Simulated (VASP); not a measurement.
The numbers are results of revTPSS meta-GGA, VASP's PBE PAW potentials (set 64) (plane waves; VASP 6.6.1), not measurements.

VASP ran on this input.

File POSCAR:
```
KI
1
   -0.0000000000     3.5886053391     3.5886053391
    3.5886053391    -0.0000000000     3.5886053391
    3.5886053391     3.5886053391    -0.0000000000
K I
1 1
Direct
  0.0000000000   0.0000000000   0.0000000000
  0.5000000000   0.5000000000   0.5000000000
```

File KPOINTS:
```
Automatic mesh
0
Gamma
6 6 6
0 0 0
```

### INCAR
```
SYSTEM = KI
PREC = Accurate
ENCUT = 520
EDIFF = 1E-6
NELM = 100
ALGO = Normal
LREAL = .FALSE.
LASPH = .TRUE.
ISMEAR = 0
SIGMA = 0.05
METAGGA = RTPSS
LMIXTAU = .TRUE.
LMAXMIX = 4
LWAVE = .FALSE.
LCHARG = .FALSE.
IBRION = 2
ISIF = 3
NSW = 60
EDIFFG = -0.01
```

POTCAR, in this order: K_sv I (PBE.64 set). Program: vasp_std.

Output

**OUTCAR**
```
 ion  position               nearest neighbor table
   1  0.000  0.000  0.000-   2 3.59   2 3.59   2 3.59   2 3.59   2 3.59   2 3.59
   2  0.500  0.500  0.500-   1 3.59   1 3.59   1 3.59   1 3.59   1 3.59   1 3.59
  LATTYP: Found a face centered cubic cell.
 ALAT       =     7.1772106782
 Subroutine PRICEL returns:
 Original cell was already a primitive cell.
 Subroutine GETGRP returns: Found 48 space group operations
The static configuration has the point symmetry O_h .
The dynamic configuration has the point symmetry O_h .
 Subroutine INISYM returns: Found 48 space group operations
 Subroutine IBZKPT returns following result:
 Found     16 irreducible k-points:

 Following reciprocal coordinates:
            Coordinates               Weight
  0.000000  0.000000  0.000000      1.000000
  0.166667  0.000000  0.000000      8.000000
  0.333333  0.000000  0.000000      8.000000
  0.500000  0.000000  0.000000      4.000000
  0.166667  0.166667  0.000000      6.000000
  0.333333  0.166667  0.000000     24.000000
  0.500000  0.166667  0.000000     24.000000
 -0.333333  0.166667  0.000000     24.000000
 -0.166667  0.166667  0.000000     12.000000
  0.333333  0.333333  0.000000      6.000000
  0.500000  0.333333  0.000000     24.000000
 -0.333333  0.333333  0.000000     12.000000
  0.500000  0.500000  0.000000      3.000000
  0.500000  0.333333  0.166667     24.000000
 -0.333333  0.333333  0.166667     24.000000
 -0.333333  0.500000  0.166667     12.000000
   k-points           NKPTS =     16   k-points in BZ     NKDIM =     16   number of bands    NBANDS=     12
   number of dos      NEDOS =    301   number of ions     NIONS =      2
   total plane-waves  NPLWV =  64000
   dimension x,y,z NGX =    40 NGY =   40 NGZ =   40
   dimension x,y,z NGXF=    80 NGYF=   80 NGZF=   80
   ions per type =               1   1
   PREC   = accura    normal or accurate (medium, high low for compatibility)
   ISTART =      0    job   : 0-new  1-cont  2-samecut
...
```

**OSZICAR**
```
       N       E                     dE             d eps       ncg     rms          rms(c)
DAV:   1     0.300196865079E+03    0.30020E+03   -0.68124E+04   384   0.257E+05
DAV:   2     0.786635939010E+02   -0.22153E+03   -0.20404E+03   768   0.180E+03
DAV:   3    -0.104697777132E+03   -0.18336E+03   -0.18038E+03   744   0.383E+02
DAV:   4     0.195979130956E+02    0.12430E+03   -0.25175E+02   752   0.180E+02
DAV:   5     0.158122333872E+02   -0.37857E+01   -0.36760E+01   572   0.339E+01    0.122E+02
DAV:   6     0.148445402987E+02   -0.96769E+00   -0.17152E+02   508   0.191E+02    0.467E+01
DAV:   7     0.138265465179E+02   -0.10180E+01   -0.23486E+00   508   0.144E+01    0.317E+01
DAV:   8     0.139654428645E+02    0.13890E+00   -0.17749E-01   496   0.518E+00    0.259E+01
DAV:   9     0.139200504561E+02   -0.45392E-01   -0.34359E-01   464   0.503E+00    0.103E+00
DAV:  10     0.138455597469E+02   -0.74491E-01   -0.73428E-02   620   0.301E+00    0.177E+00
DAV:  11     0.138389784808E+02   -0.65813E-02   -0.19622E-03   512   0.594E-01    0.720E-01
DAV:  12     0.138005447814E+02   -0.38434E-01   -0.40368E-02   536   0.247E+00    0.661E-01
DAV:  13     0.138032511127E+02    0.27063E-02   -0.97040E-03   468   0.113E+00    0.682E-01
DAV:  14     0.138034482670E+02    0.19715E-03   -0.32370E-03   424   0.780E-01    0.121E-01
DAV:  15     0.138000359470E+02   -0.34123E-02   -0.92074E-04   536   0.457E-01    0.887E-02
DAV:  16     0.138000045696E+02   -0.31377E-04   -0.57638E-05   524   0.903E-02    0.194E-01
DAV:  17     0.137999851099E+02   -0.19460E-04   -0.26171E-05   644   0.584E-02    0.133E-01
DAV:  18     0.137999874248E+02    0.23149E-05   -0.88550E-06   736   0.296E-02    0.252E-02
DAV:  19     0.137999855069E+02   -0.19179E-05   -0.19064E-06   320   0.220E-02    0.405E-03
DAV:  20     0.137999856476E+02    0.14067E-06   -0.83867E-07   296   0.136E-02
   1 F= 0.13799986E+02 E0= 0.13799986E+02  d E =0.138000E+02
```

File OUTCAR:
```
------------------------ aborting loop because EDIFF is reached ----------------------------------------
  FORCE on cell =-STRESS in cart. coord.  units (eV):
  Direction    XX          YY          ZZ          XY          YZ          ZX
  --------------------------------------------------------------------------------------
  Total       -0.0103466     -0.0103466     -0.0103466      0.0000000      0.0000000     -0.0000000
  in kB       -0.1793495     -0.1793495     -0.1793495      0.0000000      0.0000000     -0.0000000
  external PRESSURE =      -0.1793495 kB  Pullay stress =       0.0000000 kB
  volume of cell :       92.43
      direct lattice vectors                 reciprocal lattice vectors
     0.000000000  3.588605339  3.588605339    -0.139329894  0.139329894  0.139329894
     3.588605339  0.000000000  3.588605339     0.139329894 -0.139329894  0.139329894
     3.588605339  3.588605339  0.000000000     0.139329894  0.139329894 -0.139329894
  FREE ENERGIE OF THE ION-ELECTRON SYSTEM (eV)
  ---------------------------------------------------
  free  energy   TOTEN  =        13.7999856476 eV

  energy  without entropy=       13.7999856476  energy(sigma->0) =       13.79998565

 reached required accuracy - stopping structural energy minimisation
```
(Selected blocks of OUTCAR.)

The compound is KI in the rock salt structure. It was relaxed first. The start is the result of an earlier pass.
